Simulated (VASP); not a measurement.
Consider the following.

```
Mg
1.0
    5.09143     0.00000     0.00000
    0.00000     3.19092     0.00000
    0.00000     0.00000    25.96449
Mg
8
Direct
  0.25000   0.50000   0.35809
  0.75000   0.00000   0.32262
  0.25000   0.00000   0.46452
  0.75000   0.50000   0.42905
  0.25000   0.50000   0.57095
  0.75000   0.00000   0.53548
  0.25000   0.00000   0.67738
  0.75000   0.50000   0.64191
```

Level of theory: PBEsol GGA, VASP's PBE PAW potentials (set 64) (plane waves; VASP). Numerical set-up: PREC = Normal, EDIFF = 1E-5, 400 eV cut-off, 6×9×1 Γ-centred mesh, first-order Methfessel-Paxton smearing of 0.10 eV, potentials Mg.

Question: The ions are relaxed. Which structure does the run end with?

Answer: 
```
Mg
1.0
    5.09143     0.00000     0.00000
    0.00000     3.19092     0.00000
    0.00000     0.00000    25.96449
Mg
8
Direct
  0.25000   0.50000   0.35494
  0.75000   0.00000   0.32709
  0.25000   0.00000   0.46204
  0.75000   0.50000   0.43290
  0.25000   0.50000   0.56710
  0.75000   0.00000   0.53796
  0.25000   0.00000   0.67291
  0.75000   0.50000   0.64506
```

Question: How much energy does the relaxation gain?

Answer: The energy (σ→0) changes by -4.3 meV/atom, in 9 ionic steps.

```tsv
step	E(σ→0) (eV)	max force (eV/Å)	pressure (GPa)	volume (Å³)
1	-12.3420	0.138	-0.31	421.83
2	-12.3461	0.123	-0.31	421.83
3	-12.3560	0.079	-0.32	421.83
4	-12.3665	0.090	-0.31	421.83
5	-12.3672	0.100	-0.31	421.83
6	-12.3709	0.053	-0.29	421.83
7	-12.3733	0.039	-0.25	421.83
8	-12.3743	0.032	-0.23	421.83
9	-12.3766	0.022	-0.16	421.83
```

The cell is a thin slab with vacuum, built from Mg (hcp): (100) face.
